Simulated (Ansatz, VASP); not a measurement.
# CeRe3C in two plane-wave programs, part 2 of 2

Aim: how closely do two programs agree when they are given the same cell, functional and k mesh? The cell is invented: As first built, before any earlier steps moved the atoms (in the runner's words): it takes the CeRh3C structure with some of its atoms replaced by other elements, volume scaled by an estimate. It may not be a known or stable phase. The cell is taken from a series of VASP runs on this material, whose earlier steps may have relaxed, scaled or displaced it; both programs get it as it stands.

VASP 6.6.1 and Ansatz 0.2.0.

So far: The starting structure; VASP: single point, PBE.

In doubt: a part-filled 4f shell, where there is one, can sit in one of many states, so energies may not be the lowest and differences between runs may mislead; derivatives with an open 4f shell can jump between states, which bears on forces and vibrations.

## (3) Ansatz: single point, PBE

Level of this step: Ansatz beside VASP: Kohn-Sham DFT, plane waves, PBE (Ansatz).

Ansatz runs on its default PAW (the set named soft_2) files.

The same cell, functional, mesh and smearing now go to Ansatz, which takes its cutoff from its data sets.

File input.yaml:

```yaml
crystal:
  lattice:
    - [4.2393767378, 0.0, 0.0]
    - [0.0, 4.2393767378, 0.0]
    - [0.0, 0.0, 4.2393767378]
  atoms:
    - { symbol: Re, position: [0.0, 0.5, 0.5], spin: 1.0 }
    - { symbol: Re, position: [0.5, 0.5, 0.0], spin: 1.0 }
    - { symbol: Re, position: [0.5, 0.0, 0.5], spin: 1.0 }
    - { symbol: Ce, position: [0.0, 0.0, 0.0], spin: 1.0 }
    - { symbol: C, position: [0.5, 0.5, 0.5] }
hamiltonian:
  xc: pbe
  pseudopotentials: { kind: paw }
magnetization:
  spin_polarized: true
kpoints:
  mp_grid: { grid: [5, 5, 5] }
scf:
  occupations: { method: fermi_dirac, width: 0.05 }
  n_extra_bands: 5
output:
  forces: true
  stress: true
  eigenvalues: true
  write_density: true
  write_potential: true
  elf: true
  volumetric_format: npy
```

Command:

```sh
$ ansatz run input.yaml --threads 2 --pin off --max-ram 4608MiB --backend cpu --events-out ev --progress --plain --runs-dir out
```

Numbers of over 12 decimals in the logs are rounded to 6 here.

The log of the run:

```text
Warning: the band count 36 (scf.n_extra_bands) hosts the net moment |M| = 4.0000 μB (N_el = 61) but caps the reachable moment at 2·n_bands − N_el = 11.0000 μB, below the 39 bands that the automatic rule leaves for it — a moment growing past the seed, or the majority channel's smearing tail, pins there with fewer empty majority states than that count leaves; raise or omit scf.n_extra_bands unless the cap is intended
scf.n_extra_bands = 5 over 31 filled bands (N_el = 61.0): the run solves 36 bands
Engine: ansatz 0.2.0, x86_64-unknown-linux-gnu
Pseudopotentials: kind: paw
Pseudopotential: Re, paw, valence charge 15, recommended cutoff 420 eV (normal), Re.paw.azcp
Pseudopotential: Ce, paw, valence charge 12, recommended cutoff 420 eV (normal), Ce.paw.azcp
Pseudopotential: C, paw, valence charge 4, recommended cutoff 420 eV (normal), C.paw.azcp
Functional definition: PBE
  parameter kappa = 0.804
  parameter beta = 0.066725
  exchange = pbe_x(kappa = kappa, mu = beta*pi^2/3)
  correlation = pbe_c(beta = beta)
Crystal: 5 atoms, lattice volume = 76.191 Å³
Basis set: ecut = 420 eV, 1503 PW (Γ), exchange–correlation on 60×60×60 points (8 copies of the dense FFT grid, shifted against one another)
Bands: 36, of which v1, the nominal top of the filled ones, is band 31 counted from 1 (30 counted from 0)
Symmetry: 48 space group operations
Space group: Pm-3m (ITA 221), of the structure as read, at distance tolerance 4.2e-5 Å
Magnetic group: BNS 221.92 (UNI 1594), of the structure as read, at distance tolerance 4.2e-5 Å
k-points: 10 of 125
Non-local potential: Re, projectors of the file, l = 0: 3, l = 1: 2, l = 2: 2, l = 3: 1
Non-local potential: Ce, projectors of the file, l = 0: 3, l = 1: 2, l = 2: 2, l = 3: 3
Non-local potential: C, projectors of the file, l = 0: 2, l = 1: 2, l = 2: 1
PAW form: soft (Blöchl's): semilocal exchange-correlation on the pseudo side does not see the compensation charge
PAW one-centre angular grid: Re, 590 points (default); XC on 64 Gauss nodes
PAW one-centre angular grid: Ce, 590 points (default); XC on 64 Gauss nodes
PAW one-centre angular grid: C, 110 points (default); XC on 64 Gauss nodes
Initial density: superposition of atomic densities (chi_scale 0.1, normalization cell, long waves kept (reshape's long-wave potential 0.00 eV rms))
Starting moments: Σ|m| = 4 μB on 4 of 5 sites
Initial wavefunctions: pseudopotential atomic-orbital guess
Functional: x = pbe(κ = 0.804, μ = 0.219515), c = pbe(β = 0.066725)
SCF iter   1: F=—  HF=-39431.849027 eV  |F-HF|=—  |Δ(HF+E_count)|=         —  Δρ=8.77e-2 (↑8.77e-2 ↓6.80e-2)  dr2=9.67e0  dr2_m=7.48e-1  M=1.012 μB ∫|m|=1.093 μB  β_m=0.30  ethr=3.10e-3  ⟨swp⟩=7.1  Hψ=2795  notcnv=0
Mixer restart at iter 1: flushing history
preconditioner: auto → Kerker (q_TF=auto, 2.629 Å⁻¹)  [metal: Δε(μ)=0.051 eV  Ē_g=7.607 eV  σ=0.050 eV  W_gap=0.25  n_scr=26 (ndim 8)  ℏωp=25.2 eV  f_vac=0.001  D(μ)=7.15/eV (n_scr^D=80)]
spin=Collinear: Kerker preconditioning applied to the charge; magnetization (m = ρ↑ − ρ↓) channel mixes plain (no charge-response kernel on spin).
SCF iter   2: F=—  HF=-39430.919062 eV  |F-HF|=—  |Δ(HF+E_count)|=   9.30e-1  Δρ=5.91e-2 (↑5.91e-2 ↓4.69e-2)  dr2=4.43e0  dr2_m=3.84e-1  M=0.905 μB ∫|m|=0.987 μB  β_m=0.58  ethr=3.10e-3  ⟨swp⟩=4.2  Hψ=1484  notcnv=0  defer=3
SCF iter   3: F=—  HF=-39429.357531 eV  |F-HF|=—  |Δ(HF+E_count)|=    1.56e0  Δρ=8.38e-3 (↑8.38e-3 ↓6.44e-3)  dr2=1.35e-1  dr2_m=1.00e-2  M=0.909 μB ∫|m|=0.956 μB  β_m=0.76  ethr=3.10e-3  ⟨swp⟩=6.0  Hψ=2475  notcnv=0  defer=1
SCF iter   4: F=—  HF=-39429.674238 eV  |F-HF|=—  |Δ(HF+E_count)|=   3.17e-1  Δρ=6.26e-3 (↑5.16e-3 ↓6.26e-3)  dr2=1.66e-2  dr2_m=1.77e-2  M=0.700 μB ∫|m|=0.731 μB  β_m=0.66  ethr=2.21e-4  ⟨swp⟩=6.2  Hψ=1722  notcnv=0  defer=3
SCF iter   5: F=—  HF=-39429.695381 eV  |F-HF|=—  |Δ(HF+E_count)|=   2.11e-2  Δρ=5.23e-3 (↑3.37e-3 ↓5.23e-3)  dr2=8.38e-3  dr2_m=1.08e-2  M=0.590 μB ∫|m|=0.615 μB  β_m=0.83  ethr=2.73e-5  ⟨swp⟩=2.5  Hψ=1421  notcnv=0
SCF iter   6: F=—  HF=-39429.707588 eV  |F-HF|=—  |Δ(HF+E_count)|=   1.22e-2  Δρ=2.59e-3 (↑2.28e-3 ↓2.59e-3)  dr2=3.87e-3  dr2_m=3.00e-3  M=0.296 μB ∫|m|=0.311 μB  β_m=0.91  ethr=1.37e-5  ⟨swp⟩=5.0  Hψ=1695  notcnv=0
SCF iter   7: F=—  HF=-39429.710607 eV  |F-HF|=—  |Δ(HF+E_count)|=   3.02e-3  Δρ=1.07e-3 (↑1.07e-3 ↓8.76e-4)  dr2=4.54e-4  dr2_m=5.47e-4  M=0.173 μB ∫|m|=0.181 μB  β_m=0.95  ethr=6.35e-6  ⟨swp⟩=3.6  Hψ=1492  notcnv=0
SCF iter   8: F=—  HF=-39429.712617 eV  |F-HF|=—  |Δ(HF+E_count)|=   2.01e-3  Δρ=5.25e-4 (↑5.25e-4 ↓3.14e-4)  dr2=9.94e-5  dr2_m=1.06e-4  M=0.096 μB ∫|m|=0.100 μB  β_m=0.98  ethr=7.45e-7  ⟨swp⟩=3.0  Hψ=1484  notcnv=0
SCF iter   9: F=—  HF=-39429.712862 eV  |F-HF|=—  |Δ(HF+E_count)|=   2.45e-4  Δρ=1.76e-4 (↑1.76e-4 ↓1.58e-4)  dr2=8.34e-6  dr2_m=1.71e-5  M=0.043 μB ∫|m|=0.044 μB  β_m=0.99  ethr=1.63e-7  ⟨swp⟩=2.8  Hψ=1448  notcnv=0
SCF iter  10: F=—  HF=-39429.715864 eV  |F-HF|=—  |Δ(HF+E_count)|=   3.00e-3  Δρ=5.93e-5 (↑4.90e-5 ↓5.93e-5)  dr2=1.17e-6  dr2_m=1.69e-6  M=0.015 μB ∫|m|=0.016 μB  β_m=0.99  ethr=1.37e-8  ⟨swp⟩=2.9  Hψ=1513  notcnv=0
SCF iter  11: F=—  HF=-39429.715866 eV  |F-HF|=—  |Δ(HF+E_count)|=   2.46e-6  Δρ=1.50e-5 (↑1.21e-5 ↓1.50e-5)  dr2=5.25e-7  dr2_m=2.74e-8  M=0.002 μB ∫|m|=0.002 μB  β_m=1.00  ethr=1.91e-9  ⟨swp⟩=3.3  Hψ=1705  notcnv=0
SCF iter  12: F=—  HF=-39429.715866 eV  |F-HF|=—  |Δ(HF+E_count)|=   4.39e-7  Δρ=6.34e-6 (↑3.47e-6 ↓6.34e-6)  dr2=4.53e-8  dr2_m=1.10e-8  M=0.001 μB ∫|m|=0.001 μB  β_m=0.99  ethr=8.60e-10  ⟨swp⟩=2.7  Hψ=1225  notcnv=0
iter 13 did not close the SCF: its close was put off for a magnetic moment that had not settled (scf_convergence_deferred on its scf_iter line)
SCF iter  13: F=-39429.715867 eV  HF=-39429.715867 eV  |F-HF|=4.37e-11  |Δ(HF+E_count)|=   1.09e-7  Δρ=1.21e-6 (↑7.18e-7 ↓1.21e-6)  dr2=1.16e-9  dr2_m=3.95e-10  M=0.000 μB ∫|m|=0.000 μB  β_m=1.00  ethr=7.43e-11  ⟨swp⟩=11.3  Hψ=6248  notcnv=0
SCF iter  14: F=-39429.715867 eV  HF=-39429.715867 eV  |F-HF|=5.31e-10  |Δ(HF+E_count)|=  9.75e-10  Δρ=5.39e-7 (↑2.60e-7 ↓5.39e-7)  dr2=6.38e-10  dr2_m=3.31e-11  M=0.000 μB ∫|m|=0.000 μB  ethr=1.89e-12  ⟨swp⟩=5.2  Hψ=4294  notcnv=0
SCF 1 converged in 14 iterations: F = -39429.715867 eV  dr2 = 6.38e-10
  greatest PAW one-centre occupation: 1.000 electrons in one spin orbital (limit 2), on the Re atom at site 1 (counted from 0), in its partial waves of l = 0
WARN: the starting moments were not kept: the SCF closed with an absolute magnetisation of 4.1e-5 μB, where they sum to 4 μB in size (4 sites). That is at most 0.1 of that sum. Measured as dr2_m measures the in/out step, that magnetisation stands 1.9e-10 eV from none, at or under the dr2_threshold of 1.0e-7 eV: it is no larger than a step whose dr2_m would equal this threshold. The system may hold no moment; this SCF [...]
SCF converged after 14 iterations
Magnetization: 0.0000 μB (30.5000 up, 30.5000 down)
Absolute magnetization: 0.0000 μB (∫|ρ↑−ρ↓|, with the PAW one-centre terms)
Spin contamination: 0.0000 ħ² per cell (⟨S²⟩ above its minimum at these occupations)
Per-site moments (μB) at R_I (Å): [(5.002441767170661e-6, 0.874371), (5.002441767250942e-6, 0.874371), (5.0024417673705195e-6, 0.874371), (9.98745517407742e-6, 1.236548), (1.3117264522458127e-7, 0.874371)]
Free energy (F): -39429.715867 eV
Harris-Foulkes:  -39429.715867 eV  (|F-HF|=5.31e-10)
Internal energy: -39429.646737 eV  (E = F + TS)
E sigma→0 (E₀):  -39429.681302 eV
Entropy (-TS):   -0.069129 eV (-13.826 meV/atom)
Fermi energy:    20.214883 eV
--- Per-component energies (eV) ---
  E_band       = -255.704881
  E_kinetic    = 2091.909628
  E_local      = -3134.725957  (includes V_loc(G=0)·N_el)
  E_nonlocal   = 126.626717
  E_hartree    = 1141.126543
  E_xc         = -1485.876082
  E_vxc        = -1223.502698  (∫ρ·V_xc dr)
  E_paw        = -31551.722148  (= ΣΔE_a)
  E_vpaw       = -398.265933  (= ΣTr[D̂ρ^β])
  E_aug_tail   = -0.000224  (compensation charges beyond the density's cutoff)
  E_ewald      = -6616.985216
  E_smearing   = -0.069129  (= −TS)
  E_closure    = -0.000000  (closes the sum)
  Σ components = -39429.715867   (vs F -39429.715867, Δ=0.00e0)
--- Forces (eV/Å), atoms counted from 1 ---
  atom   1  Re     0.00000000     0.00000000     0.00000000
  atom   2  Re    -0.00000000     0.00000000     0.00000000
  atom   3  Re    -0.00000000    -0.00000000     0.00000000
  atom   4  Ce     0.00000000    -0.00000000    -0.00000000
  atom   5  C     -0.00000000    -0.00000000     0.00000000
  max |Σ_I F_I| component: 3.89e-29 eV/Å
--- Stress (GPa, compression-positive) ---
       -0.733638       0.000000       0.000000
       -0.000000      -0.733638       0.000000
        0.000000       0.000000      -0.733638
  P = ⅓ Tr σ = -0.7336 GPa (-7.336 kbar)
--- Band table (eV; the first three rows and the last of 20) ---
  k-point 0 ↑: bands = [... 27 lower, 19.4077, 19.4077, 20.8121, 20.8121, 21.5290, 21.5290, 21.5290, 21.6545, ... 1 higher]
  k-point 1 ↑: bands = [... 27 lower, 19.6891, 19.6891, 20.6642, 20.7432, 21.5154, 21.6063, 21.6063, 21.7327, ... 1 higher]
  k-point 2 ↑: bands = [... 27 lower, 19.7030, 19.9302, 20.1732, 20.1732, 21.2204, 21.8303, 21.8303, 21.8806, ... 1 higher]
  k-point 9 ↓: bands = [... 27 lower, 20.0420, 20.0420, 20.9305, 20.9305, 21.2093, 21.5334, 21.6628, 21.7745, ... 1 higher]
```

It took 2.9 s on 2 threads of Intel Xeon 6975P-C (Granite Rapids), shared host; peak memory 0.51 GiB.

The run ends at a pressure of -0.73 GPa.

## (4) Comparison

Known differences besides the potentials themselves: the data sets hold 61 valence electrons in Ansatz (default PAW (the set named soft_2) files) and 37 in VASP; the cutoff is 420 eV in Ansatz and 520 eV in VASP; VASP leaves aspherical gradient terms in its spheres out (LASPH is not set), Ansatz keeps them. Total energies have different zeros and are not compared.

Both answers:

```csv
quantity,Ansatz,VASP,difference
pressure (GPa),-0.73,0.00,-0.74
pressure without Ansatz's Pulay correction (GPa),-0.90,0.00,-0.90
```

Ansatz's pressure holds a Pulay correction of 0.17 GPa; VASP's holds none.

## (5) Outcome

| Item | Value |
| --- | --- |
| difference in pressure (single point, PBE) | -0.74 GPa |

In words: The difference in pressure is -0.74 GPa (single point, PBE), within the 1 GPa picked in this series as the mark of a large difference. Such differences can come from data sets, numerical settings and the points named under the comparisons, not from the functional's error against experiment.

[Lines on the potential files, build, host, timing and source positions are cut from VASP's logs without a mark.]

[Logs are printed without paths, hosts, clocks, repeated set-up lines and the standing remarks that a program may print on its own settings, such as how far it seeks lower states.]

[Hosts, paths, dates, database ids (printed as entryN), source tags and the programs' standing remarks are cut or masked in the printed files.]
